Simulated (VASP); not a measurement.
Output of a VASP run:

OSZICAR:
```
...
DAV:   2     0.639331983518E+01   -0.60138E+03   -0.56596E+03  7836   0.522E+02
DAV:   3    -0.647406068609E+02   -0.71134E+02   -0.69242E+02  8702   0.172E+02
DAV:   4    -0.666910311923E+02   -0.19504E+01   -0.18647E+01  8530   0.280E+01
DAV:   5    -0.667402482006E+02   -0.49217E-01   -0.49182E-01  9014   0.442E+00    0.410E+01
DAV:   6    -0.598623622471E+02    0.68779E+01   -0.15564E+02  8464   0.101E+02    0.395E+01
DAV:   7    -0.541216696135E+02    0.57407E+01   -0.10590E+02  8776   0.101E+02    0.186E+01
DAV:   8    -0.519074661211E+02    0.22142E+01   -0.77559E+00  8238   0.248E+01    0.672E+00
DAV:   9    -0.515196647409E+02    0.38780E+00   -0.17800E+00  9602   0.113E+01    0.214E+00
DAV:  10    -0.515368258645E+02   -0.17161E-01   -0.13873E-01  8036   0.313E+00    0.123E+00
DAV:  11    -0.515363823327E+02    0.44353E-03   -0.29999E-02  9178   0.165E+00    0.547E-01
DAV:  12    -0.515354166493E+02    0.96568E-03   -0.45967E-03 10158   0.580E-01    0.249E-01
DAV:  13    -0.515352137387E+02    0.20291E-03   -0.13007E-03  9402   0.354E-01    0.947E-02
DAV:  14    -0.515352070222E+02    0.67165E-05   -0.16418E-04  8826   0.103E-01    0.493E-02
DAV:  15    -0.515352083661E+02   -0.13439E-05   -0.35268E-05  8900   0.424E-02    0.213E-02
DAV:  16    -0.515352064453E+02    0.19208E-05   -0.81439E-06  9388   0.282E-02    0.779E-03
DAV:  17    -0.515352066132E+02   -0.16788E-06   -0.15030E-06  8410   0.836E-03    0.332E-03
DAV:  18    -0.515352067591E+02   -0.14592E-06   -0.20009E-07  5732   0.376E-03    0.137E-03
DAV:  19    -0.515352067874E+02   -0.28338E-07   -0.62473E-08  4344   0.216E-03
   1 F= -.51535207E+02 E0= -.51534873E+02  d E =-.515352E+02  mag=     4.0000
       N       E                     dE             d eps       ncg     rms          rms(c)
DAV:   1    -0.515416771110E+02   -0.64704E-02   -0.83613E-01  7200   0.651E+00    0.650E-01
DAV:   2    -0.515392206642E+02    0.24564E-02   -0.27778E-02  8858   0.140E+00    0.493E-01
DAV:   3    -0.515380996195E+02    0.11210E-02   -0.51167E-03  9684   0.735E-01    0.298E-01
DAV:   4    -0.515374661251E+02    0.63349E-03   -0.28852E-03 10168   0.468E-01    0.226E-01
DAV:   5    -0.515374449422E+02    0.21183E-04   -0.32810E-04  8750   0.167E-01    0.120E-01
DAV:   6    -0.515374274835E+02    0.17459E-04   -0.36053E-05 10414   0.494E-02    0.906E-02
DAV:   7    -0.515374232861E+02    0.41974E-05   -0.17325E-05  9926   0.325E-02    0.220E-02
DAV:   8    -0.515374234777E+02   -0.19165E-06   -0.14817E-06  9314   0.897E-03    0.637E-03
DAV:   9    -0.515374235268E+02   -0.49069E-07   -0.17862E-07  4974   0.312E-03
   2 F= -.51537424E+02 E0= -.51537063E+02  d E =-.221674E-02  mag=     4.0000
       N       E                     dE             d eps       ncg     rms          rms(c)
DAV:   1    -0.515376727845E+02   -0.24931E-03   -0.34847E-02  7224   0.133E+00    0.134E-01
DAV:   2    -0.515375669162E+02    0.10587E-03   -0.11589E-03  8854   0.286E-01    0.101E-01
DAV:   3    -0.515375211207E+02    0.45796E-04   -0.21670E-04  9698   0.150E-01    0.605E-02
DAV:   4    -0.515374946962E+02    0.26424E-04   -0.11970E-04 10160   0.956E-02    0.451E-02
DAV:   5    -0.515374937764E+02    0.91981E-06   -0.13903E-05  8842   0.345E-02    0.242E-02
DAV:   6    -0.515374930708E+02    0.70558E-06   -0.15074E-06 10278   0.101E-02    0.180E-02
DAV:   7    -0.515374929126E+02    0.15819E-06   -0.68863E-07  8486   0.655E-03    0.430E-03
DAV:   8    -0.515374929246E+02   -0.12024E-07   -0.56352E-08  4074   0.192E-03
   3 F= -.51537493E+02 E0= -.51537129E+02  d E =-.228614E-02  mag=     4.0000
```

OUTCAR:
```
------------------------ aborting loop because EDIFF is reached ----------------------------------------
  FORCE on cell =-STRESS in cart. coord.  units (eV):
  Direction    XX          YY          ZZ          XY          YZ          ZX
  --------------------------------------------------------------------------------------
  Total       -2.4394278     -2.4394278     -2.4858334      0.0000000      0.0000000      0.0000000
  in kB      -67.9008705    -67.9008705    -69.1925584      0.0000000      0.0000000      0.0000000
  external PRESSURE =     -68.3314331 kB  Pullay stress =       0.0000000 kB
  volume of cell :       57.56
      direct lattice vectors                 reciprocal lattice vectors
     4.451491370  0.000000000  0.000000000     0.224643814 -0.000000000  0.000000000
     0.000000000  4.451491370  0.000000000    -0.000000000  0.224643814  0.000000000
     0.000000000  0.000000000  2.904772640     0.000000000  0.000000000  0.344261023
 POSITION                                       TOTAL-FORCE (eV/Angst)
 -----------------------------------------------------------------------------------
      0.00000      0.00000      0.00000         0.000000      0.000000      0.000000
      2.22575      2.22575      1.45239         0.000000      0.000000      0.000000
      1.35499      1.35499      0.00000        -0.005563     -0.005563      0.000000
      3.58074      0.87076      1.45239        -0.005563      0.005563      0.000000
      0.87076      3.58074      1.45239         0.005563     -0.005563      0.000000
      3.09650      3.09650      0.00000         0.005563      0.005563      0.000000
 -----------------------------------------------------------------------------------
    total drift:                                0.000000      0.000000      0.000000
  FREE ENERGIE OF THE ION-ELECTRON SYSTEM (eV)
  ---------------------------------------------------
  free  energy   TOTEN  =       -51.5374929246 eV

  energy  without entropy=      -51.5364020210  energy(sigma->0) =      -51.53712929

 total charge

# of ion       s       p       d       tot
------------------------------------------
    1        0.356   6.467   4.042  10.865
    2        0.356   6.467   4.042  10.865
    3        1.568   3.443   0.000   5.010
    4        1.568   3.443   0.000   5.010
    5        1.568   3.443   0.000   5.010
    6        1.568   3.443   0.000   5.010
--------------------------------------------------
tot          6.982  26.706   8.083  41.771

 magnetization (x)

# of ion       s       p       d       tot
------------------------------------------
    1        0.015   0.030   2.040   2.086
    2        0.015   0.030   2.040   2.086
    3       -0.003  -0.075   0.000  -0.078
    4       -0.003  -0.075   0.000  -0.078
    5       -0.003  -0.075   0.000  -0.078
    6       -0.003  -0.075   0.000  -0.078
--------------------------------------------------
tot          0.017  -0.239   4.080   3.858

 reached required accuracy - stopping structural energy minimisation
```
(Selected blocks of OUTCAR.)

### POSCAR
```
CrO2
1
    4.4425337063     0.0000000000     0.0000000000
    0.0000000000     4.4425337063     0.0000000000
    0.0000000000     0.0000000000     2.9164984747
Cr O
2 4
Direct
  1.0000000000   0.0000000000   0.0000000000
  0.5000000000   0.5000000000   0.5000000000
  0.3035294787   0.3035294787   0.0000000000
  0.8035294787   0.1964705213   0.5000000000
  0.1964705213   0.8035294787   0.5000000000
  0.6964705213   0.6964705213   0.0000000000
```

### Question
Write an INCAR and KPOINTS that could have produced this output.

### Answer
One answer among several that fit: the input of the run itself, AM05 GGA, plane waves, VASP's PBE PAW potentials (set 64).

**INCAR**
```
# general
SYSTEM   =  CrO2
PREC     =  Accurate
ENCUT    =  520
LREAL    =  .False.
LASPH    =  .True.

# electronic loop
EDIFF    =  1E-7
NELM     =  100
ALGO     =  Normal
LMAXMIX  =  4

# smearing
ISMEAR   =  1
SIGMA    =  0.1

# functional
GGA      =  AM

# spin
ISPIN    =  2
MAGMOM   =  2*2.1 4*-0.1

# ions
IBRION   =  2
NSW      =  30
ISIF     =  4
EDIFFG   =  -0.01

# output
LWAVE    =  .False.
LCHARG   =  .False.
LORBIT   =  10
```

KPOINTS:
```
Automatic
0
gamma
  7 7 11
0 0 0
```

POTCAR, in this order: Cr_pv O (PBE.64 set). Program: vasp_std.

The compound is CrO2 in the rutile structure. This cell is one point of a volume scan, at 1.03 of the reference volume. Symmetry was kept, so distortions that lower it aren't found.
